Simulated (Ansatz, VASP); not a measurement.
# Two plane-wave programs on MgBe2SeS2

```
Mg Be Se S
1.0
     4.27057    0.00000    0.00000
    -2.13529    3.69843    0.00000
     0.00000    0.00000    9.26880
Mg Be Se S
1 2 1 2
Cartesian
  0.0000 0.0000 0.0000
  0.0000 2.4656 4.6344
  2.1353 1.2328 4.6344
  0.0000 0.0000 4.6344
  0.0000 0.0000 7.0272
  0.0000 0.0000 2.2416
```

Alike in both runs: functional PBE; k mesh 12 × 12 × 4; occupations gaussian, width 0.1 eV; no spin polarisation.

Ansatz relaxed the structure, and its values are those at the end. VASP's run is a single point on that final structure, the one shown.

```csv
,VASP,Ansatz
version,VASP 6.6.1,Ansatz 0.2.0
potentials or method,"VASP PAW PBE potentials, release 64 (Mg, Be, Se, S)","scalar-relativistic, plane waves, PAW"
plane-wave cutoff (eV),520,420
valence electrons in the cell,24,42
```

|  | VASP | Ansatz | Ansatz less VASP |
| --- | --- | --- | --- |
| gap on the k mesh at the Fermi level (eV) | none | none | - |
| pressure (GPa) | 0.0 | 0.0 | +0.01 |

A gap of «none» marks a metal or a gap that the smearing closes. The two sets of potentials don't hold the same shells in valence.
